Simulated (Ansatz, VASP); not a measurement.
# Y3GaC in two plane-wave programs, part 2 of 2

Wanted: the spread between two codes on one cell, functional and k mesh. The cell is taken from a series of runs on this material, whose earlier steps may have relaxed, scaled, displaced or heated it; both programs get it as it stands.

VASP 6.6.1 and Ansatz 0.2.0.

So far: The starting structure; Ansatz: relaxation of cell and atoms, PBEsol.

## (3) VASP: relaxation of cell and atoms, PBEsol

Level of this step: PBEsol; plane waves and PAW (Y_sv, Ga_d, C) (VASP).

The same cell, functional, mesh and smearing now go to VASP, with its own data sets.

Lines of VASP's logs that name or quote its potential files are left out, and so is its time.

INCAR reads:

```
SYSTEM = Y3GaC
PREC = Accurate
ENCUT = 600
EDIFF = 1E-07
NELM = 120
ISMEAR = 1
SIGMA = 0.2
LREAL = .FALSE.
ALGO = Normal
GGA = PS
NBANDS = 62
LASPH = .TRUE.
LORBIT = 11
LWAVE = .FALSE.
LCHARG = .FALSE.
ISIF = 3
IBRION = 2
NSW = 80
EDIFFG = -0.005
GGA_COMPAT = .FALSE.
NELMIN = 4
KPAR = 2
```

POSCAR reads:

```
Y3GaC
1.0
   -3.3824900000      3.3824900000      4.8280120000
    3.3824900000     -3.3824900000      4.8280120000
    3.3824900000      3.3824900000     -4.8280120000
Y Ga C
6 2 2
Direct
    0.2500000000      0.2500000000      1.0000000000
    0.7500000000      0.7500000000      1.0000000000
    0.7132579845      0.2132579845      0.9265159690
    0.2867420155      0.7867420155      0.0734840310
    0.2132579845      0.2867420155      0.5000000000
    0.7867420155      0.7132579845      0.5000000000
    0.2500000000      0.7500000000      0.5000000000
    0.7500000000      0.2500000000      0.5000000000
    1.0000000000      1.0000000000      1.0000000000
    0.5000000000      0.5000000000      1.0000000000
```

KPOINTS reads:

```
Automatic mesh
0
Gamma
8 8 8
0 0 0
```

The projector-augmented-wave data sets are Y_sv, Ga_d and C (PBE family, release 64).

On the command line:

```sh
$ mpirun -np 2 vasp_std
```

Numbers of over 12 decimals in the logs are rounded to 6 here.

What it wrote:

```text
[banner, memory and clock lines left out]
running    2 mpi-ranks, on    1 nodes
 distrk:  each k-point on    1 cores,    2 groups
 distr:  one band on    1 cores,    1 groups

 POSCAR found type information on POSCAR Y GaC
 POSCAR found :  3 types and      10 ions
|                                                                             |
|               ----> ADVICE to this user running VASP <----                  |
|                                                                             |
|     You enforced a specific xc type in the INCAR file but a different       |
|     [... a line on the potential file left out ...]
|     I HOPE YOU KNOW WHAT YOU ARE DOING!                                     |
|                                                                             |

 LDA part: xc-table for (Slater+PW92), standard interpolation
 POSCAR, INCAR and KPOINTS ok, starting setup
 FFT: planning ... GRIDC
 FFT: planning ... GRID_SOFT
 FFT: planning ... GRID
 WAVECAR not read
 entering main loop
       N       E                     dE             d eps       ncg     rms          rms(c)
DAV:   1     0.107746471233E+04    0.10775E+04   -0.48928E+04  7546   0.212E+03
DAV:   2     0.865918316128E+02   -0.99087E+03   -0.95405E+03  7844   0.612E+02
DAV:   3    -0.658810290284E+02   -0.15247E+03   -0.14649E+03  9464   0.175E+02
DAV:   4    -0.837099792309E+02   -0.17829E+02   -0.17597E+02 10984   0.479E+01
DAV:   5    -0.852729668721E+02   -0.15630E+01   -0.15576E+01 12536   0.134E+01    0.754E+01
DAV:   6    -0.720225892845E+02    0.13250E+02   -0.73234E+01  9268   0.196E+01    0.647E+01
DAV:   7    -0.721673560851E+02   -0.14477E+00   -0.94621E+00  9712   0.867E+00    0.367E+01
DAV:   8    -0.722136303521E+02   -0.46274E-01   -0.14174E+00 10386   0.388E+00    0.453E+00
DAV:   9    -0.721697953070E+02    0.43835E-01   -0.55085E-01  9216   0.174E+00    0.182E+00
DAV:  10    -0.721644528684E+02    0.53424E-02   -0.96061E-02 10188   0.101E+00    0.380E-01
DAV:  11    -0.721642816708E+02    0.17120E-03   -0.69597E-03 10008   0.299E-01    0.190E-01
DAV:  12    -0.721641853638E+02    0.96307E-04   -0.92989E-04 10186   0.130E-01    0.184E-01
DAV:  13    -0.721641293879E+02    0.55976E-04   -0.45564E-04  9456   0.556E-02    0.306E-02
DAV:  14    -0.721641326320E+02   -0.32440E-05   -0.52070E-05  9822   0.242E-02    0.182E-02
DAV:  15    -0.721641318177E+02    0.81427E-06   -0.10973E-05  9184   0.955E-03    0.107E-02
DAV:  16    -0.721641317836E+02    0.34124E-07   -0.15839E-06  8502   0.490E-03    0.162E-02
DAV:  17    -0.721641308386E+02    0.94498E-06   -0.17666E-06  8152   0.385E-03    0.384E-03
DAV:  18    -0.721641307589E+02    0.79688E-07   -0.10492E-07  4916   0.174E-03
   1 F= -.72164131E+02 E0= -.72170018E+02  d E =-.721641E+02
 curvature:   0.00 expect dE= 0.000E+00 dE for cont linesearch  0.000E+00
 trial: gam= 0.00000 g(F)=  0.784E-06 g(S)=  0.199E-03 ort = 0.000E+00 (trialstep = 0.100E+01)
 search vector abs. value=  0.199E-03
 bond charge predicted
       N       E                     dE             d eps       ncg     rms          rms(c)
DAV:   1    -0.721659874137E+02   -0.18566E-02   -0.37896E-02 10014   0.104E+00    0.341E-01
DAV:   2    -0.721646865639E+02    0.13008E-02   -0.59236E-03 10188   0.359E-01    0.173E-01
DAV:   3    -0.721640749632E+02    0.61160E-03   -0.21901E-03  9980   0.175E-01    0.139E-01
DAV:   4    -0.721641147128E+02   -0.39750E-04   -0.46825E-04 11130   0.567E-02    0.114E-01
DAV:   5    -0.721641454551E+02   -0.30742E-04   -0.48883E-05 10204   0.225E-02    0.618E-02
DAV:   6    -0.721641552420E+02   -0.97869E-05   -0.24796E-05 10264   0.157E-02    0.190E-02
DAV:   7    -0.721641600092E+02   -0.47672E-05   -0.64637E-06 10564   0.906E-03    0.492E-03
DAV:   8    -0.721641607440E+02   -0.73472E-06   -0.12343E-06  9336   0.285E-03    0.248E-03
DAV:   9    -0.721641610052E+02   -0.26127E-06   -0.28063E-07  6646   0.164E-03    0.155E-03
DAV:  10    -0.721641612350E+02   -0.22975E-06   -0.41602E-08  4710   0.111E-03    0.268E-04
DAV:  11    -0.721641612567E+02   -0.21744E-07   -0.11999E-08  4618   0.690E-04
   2 F= -.72164161E+02 E0= -.72170041E+02  d E =-.304978E-04
 trial-energy change:   -0.000030  1 .order   -0.000032   -0.000199    0.000135
 step:   0.5886(harm=  0.5972)  dis= 0.00004  next Energy=   -72.164189 (dE=-0.583E-04)
 bond charge predicted
       N       E                     dE             d eps       ncg     rms          rms(c)
DAV:   1    -0.721644994421E+02   -0.33821E-03   -0.64091E-03  9960   0.428E-01    0.140E-01
DAV:   2    -0.721642851086E+02    0.21433E-03   -0.10080E-03 10164   0.147E-01    0.712E-02
DAV:   3    -0.721641848525E+02    0.10026E-03   -0.36674E-04  9986   0.719E-02    0.570E-02
DAV:   4    -0.721641899549E+02   -0.51025E-05   -0.80471E-05 11106   0.234E-02    0.468E-02
DAV:   5    -0.721641913560E+02   -0.14011E-05   -0.83734E-06 10172   0.933E-03    0.257E-02
DAV:   6    -0.721641904264E+02    0.92965E-06   -0.42493E-06  9424   0.649E-03    0.786E-03
DAV:   7    -0.721641895641E+02    0.86233E-06   -0.11132E-06  8282   0.385E-03    0.197E-03
DAV:   8    -0.721641893244E+02    0.23962E-06   -0.19377E-07  6302   0.164E-03    0.683E-04
DAV:   9    -0.721641892719E+02    0.52487E-07   -0.54633E-08  4544   0.111E-03
   3 F= -.72164189E+02 E0= -.72170072E+02  d E =-.585131E-04
 curvature:  -0.30 expect dE=-0.472E-06 dE for cont linesearch -0.219E-07
 trial: gam=-0.01125 g(F)=  0.135E-05 g(S)=  0.234E-06 ort = 0.383E-05 (trialstep = 0.918E+00)
 search vector abs. value=  0.152E-05
 reached required accuracy - stopping structural energy minimisation
```

Parts of OUTCAR (step 3):

```text
ion  position               nearest neighbor table
   1  0.250  0.250  0.000-   9 2.41  10 2.41   7 3.38   8 3.38   7 3.38   8 3.38   3 3.42   4 3.42
                             5 3.42   6 3.42   6 3.42   5 3.42   3 3.42   4 3.42
   2  0.750  0.750  0.000-   9 2.41  10 2.41   7 3.38   8 3.38   8 3.38   7 3.38   3 3.42   4 3.42
                             6 3.42   5 3.42   5 3.42   6 3.42   3 3.42   4 3.42
   3  0.713  0.213  0.927-   9 2.42  10 2.42   7 3.16   8 3.16   1 3.42   2 3.42   1 3.42   2 3.42
                             5 3.42   6 3.42   6 3.42   5 3.42   4 4.08
   4  0.287  0.787  0.073-   9 2.42  10 2.42   8 3.16   7 3.16   1 3.42   2 3.42   1 3.42   2 3.42
                             5 3.42   6 3.42   5 3.42   6 3.42   3 4.08
   5  0.213  0.287  0.500-  10 2.42   9 2.42   7 3.16   8 3.16   2 3.42   1 3.42   1 3.42   2 3.42
                             4 3.42   3 3.42   3 3.42   4 3.42   6 4.08
   6  0.787  0.713  0.500-   9 2.42  10 2.42   7 3.16   8 3.16   1 3.42   2 3.42   2 3.42   1 3.42
                             3 3.42   4 3.42   4 3.42   3 3.42   5 4.08
   7  0.250  0.750  0.500-   3 3.16   5 3.16   6 3.16   4 3.16   1 3.38   2 3.38   1 3.38   2 3.38

  LATTYP: Found a body centered tetragonal cell.
 ALAT       =     6.7649800000
 C/A-ratio  =     1.4273544046

 Subroutine GETGRP returns: Found 16 space group operations
 (whereof  8 operations were pure point group operations)

The static configuration has the point symmetry C_4h.
 The point group associated with its full space group is D_4h.

 Found     59 irreducible k-points:

   k-points           NKPTS =     59   k-points in BZ     NKDIM =     59   number of bands    NBANDS=     62

   dimension x,y,z NGX =    54 NGY =   54 NGZ =   54
   dimension x,y,z NGXF=   108 NGYF=  108 NGZF=  108

   ENCUT  =  600.0 eV  44.10 Ry    6.64 a.u.  13.57 13.57 13.57*2*pi/ulx,y,z

   NELECT =     100.0000    total number of electrons

 k-points in reciprocal lattice and weights: Automatic mesh
   0.00000000  0.00000000  0.00000000       0.002
   0.12500000  0.00000000 -0.00000000       0.016
   0.25000000  0.00000000 -0.00000000       0.016
   0.37500000  0.00000000 -0.00000000       0.016
   0.50000000  0.00000000 -0.00000000       0.008
   0.12500000  0.12500000 -0.00000000       0.016
   0.25000000  0.12500000 -0.00000000       0.031
   0.37500000  0.12500000 -0.00000000       0.031
   0.50000000  0.12500000 -0.00000000       0.031
[...]
-0.37500000 -0.37500000  0.37500000       0.004
   0.50000000  0.50000000  0.50000000       0.002

 average (electrostatic) potential at core
       1 -36.1276       2 -36.1276       3 -36.0541       4 -36.0541       5 -36.0541
       6 -36.0541       7 -65.3548       8 -65.3548       9 -49.5121      10 -49.5121

 E-fermi :   3.6803

 k-point     1 :       0.0000    0.0000    0.0000
  band No.  band energies     occupation
    ...
     45       3.2028      2.00377
     46       3.2772      2.01520
     47       3.2772      2.01520
     48       3.3770      2.05379
     49       3.4090      2.06646
     50       3.8892     -0.05828
     51       3.8892     -0.05828
     52       3.9464     -0.06796
     53       4.7483     -0.00000
     54       4.7483     -0.00000
    ...

 k-point     2 :       0.1250    0.0000   -0.0000
  band No.  band energies     occupation
    ...
     46       3.2614      2.01163
     47       3.2803      2.01598
     48       3.4547      2.06766
     49       3.4739      2.05633
     50       3.6608      1.16479
     51       3.8573     -0.01744
     52       3.9049     -0.06724
     53       4.8004     -0.00000
     54       4.8074     -0.00000
     55       5.0823     -0.00000
    ...

 k-point     3 :       0.2500    0.0000   -0.0000
  band No.  band energies     occupation
    ...
     46       3.0674      2.00013
     47       3.1615      2.00151
     48       3.1978      2.00339
     49       3.3438      2.03864
     50       3.3869      2.05819
     51       3.9854     -0.05302
     52       4.0072     -0.04298
     53       4.9040     -0.00000
     54       4.9423     -0.00000
     55       5.2650     -0.00000
    ...

  Total       -0.0041180     -0.0041180      0.0038199      0.0000000      0.0000000      0.0000000
  in kB       -0.0298900     -0.0298900      0.0277268      0.0000000      0.0000000      0.0000000
  external PRESSURE =      -0.0106844 kB  Pullay stress =       0.0000000 kB

  energy-cutoff  :      600.00
  volume of cell :      220.73
      direct lattice vectors                 reciprocal lattice vectors
    -3.381327423  3.381327423  4.826517126     0.000000000  0.147870921  0.103594370
     3.381327423 -3.381327423  4.826517126     0.147870921  0.000000000  0.103594370
     3.381327423  3.381327423 -4.826517126     0.147870921  0.147870921  0.000000000

 POSITION                                       TOTAL-FORCE (eV/Angst)
 -----------------------------------------------------------------------------------
      0.00000      0.00000      2.41326         0.000000     -0.000000     -0.000000
      0.00000      0.00000      7.23978         0.000000     -0.000000     -0.000000
      1.44215      4.82348     -0.00000        -0.001869     -0.001869      0.000000
      1.93918     -1.44215      4.82652         0.001869      0.001869     -0.000000
      1.93918      1.44215      0.00000         0.001869     -0.001869     -0.000000
      1.44215      1.93918      4.82652        -0.001869      0.001869      0.000000
      3.38133     -0.00000      2.41326        -0.000000     -0.000000     -0.000000
     -0.00000      3.38133      2.41326        -0.000000     -0.000000     -0.000000
      0.00000     -0.00000      0.00000         0.000000      0.000000     -0.000000
      0.00000      0.00000      4.82652         0.000000     -0.000000     -0.000000
 -----------------------------------------------------------------------------------
    total drift:                               -0.000000     -0.000000      0.000000

  FREE ENERGIE OF THE ION-ELECTRON SYSTEM (eV)
  ---------------------------------------------------
  free  energy   TOTEN  =       -72.1641892719 eV

  energy  without entropy=      -72.1818380085  energy(sigma->0) =      -72.17007218

 reached required accuracy - stopping structural energy minimisation

 total charge
# of ion       s       p       d       f       tot
--------------------------------------------------
    1        2.220   6.432   1.020   0.043   9.715
    2        2.220   6.432   1.020   0.043   9.715
    3        2.226   6.438   1.031   0.043   9.738
    4        2.226   6.438   1.031   0.043   9.738
    5        2.226   6.438   1.031   0.043   9.738
    6        2.226   6.438   1.031   0.043   9.738
    7        0.901   0.765   9.907   0.000  11.573
    8        0.901   0.765   9.907   0.000  11.573
    9        0.880   1.463   0.000   0.000   2.343
   10        0.880   1.463   0.000   0.000   2.343
--------------------------------------------------
tot         16.904  43.072  25.978   0.260  86.214

[... 3 further parts left out ...]
```

CONTCAR:

```
Y3GaC
   1.00000000000000
    -3.3813274225800507    3.3813274225800507    4.8265171256765855
     3.3813274225800507   -3.3813274225800507    4.8265171256765855
     3.3813274225800507    3.3813274225800507   -4.8265171256765855
  Y               Ga              C
     6     2     2
Direct
     0.2500000000000000    0.2500000000000000    0.0000000000000000
     0.7500000000000000    0.7500000000000000    0.0000000000000000
     0.7132520058319340    0.2132520058319340    0.9265040116638751
     0.2867479941680660    0.7867479941680660    0.0734959883361249
     0.2132520058319340    0.2867479941680660    0.5000000000000000
     0.7867479941680660    0.7132520058319340    0.5000000000000000
     0.2500000000000000    0.7500000000000000    0.5000000000000000
     0.7500000000000000    0.2500000000000000    0.5000000000000000
     0.0000000000000000    0.0000000000000000    0.0000000000000000
     0.5000000000000000    0.5000000000000000    0.0000000000000000
```

## (4) Comparison

Known differences besides the potentials themselves: the cutoff is 420 eV in Ansatz and 600 eV in VASP; Ansatz makes its cores anew for this functional, VASP keeps those of its PBE data sets; Ansatz adds a Pulay correction to the stress that steers its cell, VASP none. Total energies have different zeros and are not compared.

The two programs side by side:

| quantity | Ansatz | VASP | difference |
| --- | --- | --- | --- |
| volume (Å³) | 220.95 | 220.73 | +0.10 % |
| edge a after relaxation, in the typed setting (Å) | 6.796 | 6.794 | +0.03 % |

## (5) What came out

* difference in volume (relaxation of cell and atoms, PBEsol): 0.100 %

The difference in volume is 0.100 % (relaxation of cell and atoms, PBEsol), within the 1.2 % picked in this series as the mark of a large difference, as far as the stopping tolerances let one tell. Such differences can come from data sets, numerical settings and the points named under the comparisons, not from the functional's error against experiment.

[Lines on the potential files, build, host, timing and source positions are cut from VASP's logs without a mark.]

[Logs are printed without paths, hosts, clocks, repeated set-up lines and the standing remarks that a program may print on its own settings, such as how far it seeks lower states.]

[Hosts, paths, dates, database ids (printed as entryN), source tags and the programs' standing remarks are cut or masked in the printed files.]
